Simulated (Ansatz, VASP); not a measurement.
# Hf (Hafnium): VASP beside Ansatz, part 2 of 2

Aim: how closely do two programs agree when they are given the same cell, functional and k mesh? The cell is taken from a series of runs on this material, whose earlier steps may have relaxed, scaled, displaced or heated it; both programs get it as it stands.

VASP 6.6.1 and Ansatz 0.2.0.

So far: Starting point; VASP: zone-centre phonons, PBEsol.

### Step 3. Ansatz: zone-centre phonons, PBEsol

Level of this step: Ansatz beside VASP: Kohn-Sham DFT, plane waves, PBEsol (Ansatz).

Ansatz runs on its PAW soft_1 files.

The same cell, functional, mesh and smearing now go to Ansatz, which takes its cutoff from its data sets.

Input file input.yaml:

```yaml
crystal:
  lattice:
    - [3.0656094208, 0.0, 0.0]
    - [-1.5328047104, 2.6548956365, 0.0]
    - [0.0, 0.0, 5.1106343528]
  atoms:
    - { symbol: Hf, position: [0.3333333333, 0.6666666667, 0.25] }
    - { symbol: Hf, position: [0.6666666667, 0.3333333333, 0.75] }
kpoints:
  mp_grid: { grid: [15, 15, 8] }
hamiltonian:
  xc: pbesol
  pseudopotentials: { kind: paw, azcp: { folder: soft_1 }, xc_functional: pbe }
scf:
  occupations: { method: methfessel_paxton, width: 0.2 }
output:
  eigenvalues: true
phonons:
  method: dfpt
```

Command:

```sh
> ansatz run input.yaml --threads 4 --pin off --max-ram 10240MiB --backend cpu --events-out ev --progress --plain --runs-dir out
```

Numbers of over 12 decimals in the logs are rounded to 6 here.

What it wrote:

```text
zone centre: on kpoints.mp_grid the ground state, and the responses unless they are solved on pairs of k-points, stand on 320 of the mesh's 1800 k-points, reduced under 4 symmetry operations, with k and −k counted as one. Each operation leaves every solved displacement unchanged or reverses it
Engine: ansatz 0.2.0, x86_64-unknown-linux-gnu
Pseudopotentials: kind: paw
Pseudopotential: Hf, paw, valence charge 26, recommended cutoff 420 eV (normal), soft_1/Hf.paw.azcp
Functional definition: PBEsol
  exchange = pbesol_x
  correlation = pbesol_c
Crystal: 2 atoms, lattice volume = 41.595 Å³
Basis set: ecut = 420 eV, 785 PW (Γ), exchange–correlation on 48×48×72 points (8 copies of the dense FFT grid, shifted against one another)
Bands: 32, of which v1, the nominal top of the filled ones, is band 26 counted from 1 (25 counted from 0)
Symmetry: 24 space group operations
k-points: 320 of 1800 (irreducible under 4 space group operations, time reversal used)
Non-local potential: Hf, projectors of the file, l = 0: 3, l = 1: 2, l = 2: 2, l = 3: 3
PAW form: soft (Blöchl's): semilocal exchange-correlation on the pseudo side does not see the compensation charge
PAW frozen core: Hf, regenerated for the run's functional, and the local potential with it (the file was generated under x = pbe(κ = 0.804, μ = 0.219515), c = pbe(β = 0.066725))
PAW one-centre angular grid: Hf, 590 points (default); XC on 64 Gauss nodes
Initial density: superposition of atomic densities (chi_scale 0.1, normalization cell)
Initial wavefunctions: pseudopotential atomic-orbital guess
Functional: x = pbesol(κ = 0.804, μ = 0.123457), c = pbesol(β = 0.046)
SCF iter   1: F=—  HF=-31197.786375 eV  |F-HF|=—  |Δ(HF+E_count)|=         —  Δρ=3.64e-2  dr2=6.33e-1  ethr=3.10e-3  ⟨swp⟩=5.0  Hψ=35088  notcnv=0
preconditioner: auto → Kerker (q_TF=auto, 2.832 Å⁻¹)  [metal: Δε(μ)=0.017 eV  Ē_g=16.908 eV  σ=0.200 eV  W_gap=0.07  n_scr=22 (ndim 8)  ℏωp=39.9 eV  f_vac=0.000  D(μ)=1.50/eV (n_scr^D=10)]
SCF iter   2: F=—  HF=-31197.643712 eV  |F-HF|=—  |Δ(HF+E_count)|=   1.43e-1  S|Δr|=    0.00e0  Δρ=2.24e-2  dr2=2.37e-1  ethr=1.22e-3  ⟨swp⟩=3.0  Hψ=20319  notcnv=0  defer=137
SCF iter   3: F=—  HF=-31197.594623 eV  |F-HF|=—  |Δ(HF+E_count)|=   4.91e-2  S|Δr|=    0.00e0  Δρ=9.85e-3  dr2=4.66e-2  ethr=4.56e-4  ⟨swp⟩=2.0  Hψ=15917  notcnv=0  defer=142
SCF iter   4: F=—  HF=-31197.549830 eV  |F-HF|=—  |Δ(HF+E_count)|=   4.48e-2  S|Δr|=    0.00e0  Δρ=3.07e-3  dr2=1.79e-3  ethr=8.97e-5  ⟨swp⟩=2.0  Hψ=18563  notcnv=0  defer=142
SCF iter   5: F=—  HF=-31197.550930 eV  |F-HF|=—  |Δ(HF+E_count)|=   1.10e-3  S|Δr|=    0.00e0  Δρ=6.23e-4  dr2=1.35e-4  ethr=3.44e-6  ⟨swp⟩=2.5  Hψ=15942  notcnv=0  defer=142
SCF iter   6: F=—  HF=-31197.551050 eV  |F-HF|=—  |Δ(HF+E_count)|=   1.21e-4  S|Δr|=    0.00e0  Δρ=1.17e-4  dr2=3.46e-6  ethr=2.61e-7  ⟨swp⟩=2.1  Hψ=18610  notcnv=0  defer=142
SCF iter   7: F=—  HF=-31197.551063 eV  |F-HF|=—  |Δ(HF+E_count)|=   1.30e-5  S|Δr|=    0.00e0  Δρ=2.51e-5  dr2=2.00e-7  ethr=6.66e-9  ⟨swp⟩=2.4  Hψ=19050  notcnv=0  defer=159
SCF iter   8: F=—  HF=-31197.551063 eV  |F-HF|=—  |Δ(HF+E_count)|=   6.55e-9  S|Δr|=    0.00e0  Δρ=4.99e-6  dr2=7.36e-9  ethr=3.84e-10  ⟨swp⟩=2.4  Hψ=18804  notcnv=0  defer=159
SCF iter   9: F=—  HF=-31197.551063 eV  |F-HF|=—  |Δ(HF+E_count)|=   1.53e-9  S|Δr|=    0.00e0  Δρ=7.90e-7  dr2=1.84e-10  ethr=1.41e-11  ⟨swp⟩=2.2  Hψ=17370  notcnv=0  defer=159
SCF iter  10: F=—  HF=-31197.551063 eV  |F-HF|=—  |Δ(HF+E_count)|=  5.09e-11  S|Δr|=    0.00e0  Δρ=2.80e-7  dr2=1.75e-11  ethr=1.00e-12  ⟨swp⟩=1.9  Hψ=12209  notcnv=0  defer=159
SCF iter  11: F=-31197.551063 eV  HF=-31197.551063 eV  |F-HF|=1.09e-11  |Δ(HF+E_count)|=    0.00e0  S|Δr|=    0.00e0  Δρ=4.97e-8  dr2=3.57e-13  ethr=1.00e-12  ⟨swp⟩=9.7  Hψ=59529  notcnv=0
SCF 1 converged in 11 iterations: F = -31197.551063 eV  dr2 = 3.57e-13
  greatest PAW one-centre occupation: 0.998 electrons in one spin orbital (limit 2), on the Hf atom at site 1 (counted from 0), in its partial waves of l = 0
DFPT response loops at Γ: preconditioner auto → Kerker (q_TF=auto, 2.832 Å⁻¹) (partly filled bands, converged f_vac=0.000); β = 1.00, the filter's whole step (`scf.mixing.beta` (0.50) is not read by the response loops under this deck's `scf.mixing.preconditioner`; to damp them name `kerker` or `kerker_dos`, under which they read `scf.mixing.beta`, and type it under 1.00, their step now; both keys bind the ground state too); Broyden in place of MSR1
SCF converged after 11 iterations
Stability not checked: this state was not tested for a lower state beside it, because cold or Methfessel-Paxton smearing, or corrected tetrahedra, fill the levels in a way that the test cannot read (fill_not_monotonic; see scf.lower_state_search)
Free energy (F): -31197.551063 eV
Harris-Foulkes:  -31197.551063 eV  (|F-HF|=1.09e-11)
Internal energy: -31197.552362 eV  (E = F + TS)
E sigma→0 (E₀):  -31197.551388 eV
Entropy (-TS):   0.001299 eV (0.649 meV/atom)
Fermi energy:    19.503714 eV
--- Per-component energies (eV) ---
  E_band       = 60.684023
  E_kinetic    = 824.432302
  E_local      = -12238.586467  (includes V_loc(G=0)·N_el)
  E_nonlocal   = 128.923761
  E_hartree    = 5990.342539
  E_xc         = -531.205715
  E_vxc        = -511.764396  (∫ρ·V_xc dr)
  E_paw        = -15151.346908  (= ΣΔE_a)
  E_vpaw       = -123.006473  (= ΣTr[D̂ρ^β])
  E_aug_tail   = 0.000199  (compensation charges beyond the density's cutoff)
  E_ewald      = -10222.614185
  E_core_change = 2.502112  (= ΣΔE_core)
  E_smearing   = 0.001299  (= −TS)
  E_closure    = 0.000000  (closes the sum)
  Σ components = -31197.551063   (vs F -31197.551063, Δ=0.00e0)
--- Band table (eV; the first three rows and the last of 320) ---
  k-point 0: bands = [... 22 lower, 11.8778, 15.4297, 20.0065, 20.4417, 20.7918, 20.7918, 21.5499, 21.5499, ... 2 higher]
  k-point 1: bands = [... 22 lower, 12.0227, 15.3568, 19.8117, 20.3311, 20.7428, 20.7428, 21.4560, 21.4560, ... 2 higher]
  k-point 2: bands = [... 22 lower, 12.4400, 15.0896, 19.4428, 20.0389, 20.6681, 20.6681, 21.2283, 21.2283, ... 2 higher]
  k-point 319: bands = [... 22 lower, 16.4984, 16.4984, 18.6767, 18.6767, 19.5257, 19.5257, 21.8169, 21.8169, ... 2 higher]
--- Phonons (Γ-DFPT): 2 representative perturbations + reference, on 320 of 1800 k-points (Σ response iterations 6) ---
  k mesh reduced under 4 symmetry operations, with k and −k counted as one. Each operation leaves every solved displacement unchanged or reverses it
  ASR residual: 3.576e-5 → 0.000e0 eV/Å²; symmetrization residual: 8.378e-12 eV/Å²
  ASR residual per site (eV/Å²): 3.58e-5 3.58e-5
  Γ frequencies (cm⁻¹): 0.00 0.00 0.00 67.64 67.64 115.00
  non-analytic LO–TO correction: not included (Born effective charges unavailable; polar crystals: no LO–TO splitting at Γ)
```

Reading the cycles: dr2 is the Hartree energy of the density residual (eV), the measure of convergence; HF is the Harris–Foulkes estimate of the energy, which meets the free energy F at convergence.

### Step 4. Comparison

Known differences besides the potentials themselves: the data sets hold 52 valence electrons in Ansatz (on its PAW soft_1 files) and 20 in VASP; the cutoff is 420 eV in Ansatz and 500 eV in VASP; Ansatz makes its cores anew for this functional, VASP keeps those of its PBE data sets. Total energies have different zeros and are not compared.

Both answers:

```tsv
quantity	Ansatz	VASP	difference
optical mode 1 to 2 (cm⁻¹)	67.6	68.1	-0.67 %
optical mode 3 (cm⁻¹)	115.0	113.1	+1.65 %
```

Modes are paired by rising frequency, not by their patterns, so a pair may set unlike modes beside each other; they are those without the splitting of longitudinal modes.

### Step 5. Results

```
r.m.s. difference of the optical zone-centre modes, each program's sorted by frequency (zone-centre phonons, PBEsol) : 1.1 cm⁻¹
difference in optical mode 3 (zone-centre phonons, PBEsol)                                                           : +1.7 %
```

The r.m.s. difference of the optical zone-centre modes, each program's sorted by frequency is 1.1 cm⁻¹ (zone-centre phonons, PBEsol). The data sets hold unlike numbers of valence electrons (52 in Ansatz and 20 in VASP), so part of the differences comes from the potentials. Among the rows given in per cent, the largest difference of the zone-centre phonons, PBEsol pair is in optical mode 3, +1.7 %. How closely two codes agree says nothing of how well the functional describes the real material.

[Lines on the potential files, build, host, timing and source positions are cut from VASP's logs without a mark.]

[Logs are printed without paths, hosts, clocks, repeated set-up lines and the standing remarks that a program may print on its own settings, such as how far it seeks lower states.]

[Hosts, paths, dates, database ids (printed as entryN), source tags and the programs' standing remarks are cut or masked in the printed files.]
